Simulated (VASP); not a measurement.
A convergence study with VASP on WSe$_{2}$ (2H layered): one setting is varied, all else stays as given below, so the limit is that of these other settings.

```xyz
6
Lattice="1.6400 -2.8406 0.0000 1.6400 2.8406 0.0000 0.0000 0.0000 12.9600" Properties=species:S:1:pos:R:3 pbc="T T T"
W      1.6400     0.9469     3.2400
W      1.6400    -0.9469     9.7200
Se     1.6400     0.9469    11.3918
Se     1.6400    -0.9469     4.9118
Se     1.6400    -0.9469     1.5682
Se     1.6400     0.9469     8.0482
```

These are LDA (Ceperley-Alder, Perdew-Zunger), VASP's LDA PAW potentials (set 64) (plane waves; VASP 6.6.1) values and carry that method's errors. The tightest run used: 550 eV cut-off, 17×17×4 Γ-centred mesh, tetrahedra with Blöchl corrections, potentials W_sv Se.

| setting | E (eV/atom) | pressure (GPa) | largest force (eV/Å) | irreducible k-points |
|---|---|---|---|---|
| 4×4×1 mesh | -8.0888 | -2.52 | 0.268 | 4 |
| 5×5×1 mesh | -8.0712 | -2.19 | 0.213 | 5 |
| 6×6×1 mesh | -8.0709 | -2.21 | 0.206 | 7 |

These are the cheaper rows. Estimate the results at 17×17×4 mesh, and how far the last row shown lies from them.

| quantity | tightest run | last row shown is off by |
|---|---|---|
| E (eV/atom) | -8.0794 | 0.0085 |
| pressure (GPa) | -2.38 | 0.18 |
| largest force (eV/Å) | 0.175 | 0.031 |

Left out are rungs that failed or repeat a setting and relaxations that didn't move; long series are thinned to 24 rows.

The compound is WSe2 in the 2H layered structure. The cell was not relaxed at this level, forces remain on its atoms.
